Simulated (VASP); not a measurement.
Calculation: AM05 GGA, VASP's PBE PAW potentials (set 64) (plane waves; VASP).

The input files of a VASP run:

### INCAR
```
ISMEAR=1
ALGO=Normal   # blocked Davidson
PREC=Accurate
LREAL=.FALSE.   # projection in real space or not
NELM=100   # most electronic steps
SIGMA=0.1   # width (eV)
ENCUT=520   # plane-wave cut-off (eV)
SYSTEM=Rb
GGA=AM   # AM05
LMAXMIX=4
LWAVE=.FALSE.
ISIF=2
EDIFF=1E-7
LCHARG=.FALSE.
LASPH=.TRUE.
```

**KPOINTS**
```
Automatic mesh
0
Gamma
9 9 9
0 0 0
```

File POSCAR:
```
Rb
1
   -2.7818705284     2.7818705284     2.7818705284
    2.7818705284    -2.7818705284     2.7818705284
    2.7818705284     2.7818705284    -2.7818705284
Rb
1
Direct
  0.0000000000   0.0000000000   0.0000000000
```

POTCAR, in this order: Rb_sv (PBE.64 set). Program: vasp_std.

Output

### OSZICAR
```
       N       E                     dE             d eps       ncg     rms          rms(c)
DAV:   1     0.422296189755E+02    0.42230E+02   -0.33741E+03   560   0.820E+02
DAV:   2     0.133442568415E+01   -0.40895E+02   -0.40456E+02   616   0.138E+02
DAV:   3    -0.818665939268E+00   -0.21531E+01   -0.21531E+01   736   0.355E+01
DAV:   4    -0.898906804477E+00   -0.80241E-01   -0.80219E-01   976   0.502E+00
DAV:   5    -0.899104995172E+00   -0.19819E-03   -0.19819E-03   784   0.263E-01    0.145E+00
DAV:   6    -0.900089565425E+00   -0.98457E-03   -0.24682E-03   872   0.386E-01    0.885E-01
DAV:   7    -0.901087288116E+00   -0.99772E-03   -0.54384E-03   656   0.623E-01    0.470E-02
DAV:   8    -0.901229125427E+00   -0.14184E-03   -0.22341E-04   776   0.163E-01    0.149E-02
DAV:   9    -0.901242110987E+00   -0.12986E-04   -0.15678E-05   960   0.439E-02    0.427E-03
DAV:  10    -0.901242304837E+00   -0.19385E-06   -0.35722E-06   816   0.153E-02    0.710E-04
DAV:  11    -0.901242285144E+00    0.19693E-07   -0.77953E-08   808   0.246E-03
   1 F= -.90124229E+00 E0= -.90090082E+00  d E =-.102440E-02
```

**OUTCAR**
```
------------------------ aborting loop because EDIFF is reached ----------------------------------------
  FORCE on cell =-STRESS in cart. coord.  units (eV):
  Direction    XX          YY          ZZ          XY          YZ          ZX
  --------------------------------------------------------------------------------------
  Total        0.0932491      0.0932491      0.0932491      0.0000000      0.0000000     -0.0000000
  in kB        1.7349395      1.7349395      1.7349395      0.0000000      0.0000000     -0.0000000
  external PRESSURE =       1.7349395 kB  Pullay stress =       0.0000000 kB
  volume of cell :       86.11
      direct lattice vectors                 reciprocal lattice vectors
    -2.781870528  2.781870528  2.781870528     0.000000000  0.179735180  0.179735180
     2.781870528 -2.781870528  2.781870528     0.179735180  0.000000000  0.179735180
     2.781870528  2.781870528 -2.781870528     0.179735180  0.179735180  0.000000000
 POSITION                                       TOTAL-FORCE (eV/Angst)
 -----------------------------------------------------------------------------------
      0.00000      0.00000      0.00000         0.000000     -0.000000     -0.000000
 -----------------------------------------------------------------------------------
    total drift:                               -0.000000      0.000000      0.000000
  FREE ENERGIE OF THE ION-ELECTRON SYSTEM (eV)
  ---------------------------------------------------
  free  energy   TOTEN  =        -0.9012422851 eV

  energy  without entropy=       -0.9002178892  energy(sigma->0) =       -0.90090082
```
(Selected blocks of OUTCAR.)

The compound is Rb in the bcc structure. This cell is one point of a volume scan, at 0.94 of the reference volume.
